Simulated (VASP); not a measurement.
Here is a VASP 6.6.1 calculation.

Contents of INCAR:

```
SYSTEM = Nb2GeS2
  PREC = Accurate
  ENCUT = 520
  EDIFF = 1E-6
  ISMEAR = -1
  SIGMA = 0.0558
  LREAL = .False.
  LASPH = .True.
  NELM = 100
  ALGO = Normal
  ISIF = 2
  LWAVE = .False.
  LCHARG = .False.
  GGA = PE
  NBANDS = 34
```

File KPOINTS:

```
regular mesh
0
Gamma
  6 6 2
  0 0 0
```

The input POSCAR:

```
Nb2GeS2
1.0
    3.4208800000      0.0000000000      0.0000000000
   -1.7104400000      2.9625720000      0.0000000000
    0.0000000000      0.0000000000      8.9440990000
Nb S Ge
2 2 1
Direct
    0.3333000000      0.6667000000      0.1410000000
    0.6667000000      0.3333000000      0.8590000000
    0.3333000000      0.6667000000      0.6670000000
    0.6667000000      0.3333000000      0.3330000000
    0.0000000000      0.0000000000      0.0000000000
```

Potentials or basis: VASP PAW PBE potentials, release 64 (Nb_sv, S, Ge_d).

The run is started by

```bash
$ cat potpaw_PBE.64/Nb_sv/POTCAR potpaw_PBE.64/S/POTCAR potpaw_PBE.64/Ge_d/POTCAR > POTCAR
$ mpirun -np 1 vasp_std > vasp.out
```

(1) What does it give for the band gap on the k mesh?

(2) What does it give for the largest force?

(3) Estimate the pressure.

Answers

(1) none (metal or under the smearing width).

(2) 6.579 eV/Å.

(3) 20.7 GPa.

Caveat: so large a pressure means that the cell lies far from this level's equilibrium, or that cutoff or potentials fall short; this functional lacks dispersion, which binds the layers, so the pressure and a relaxed spacing across them are unreliable; forces of over 1 eV/Å show positions far from the minimum, so gaps and moduli don't describe the material at rest.
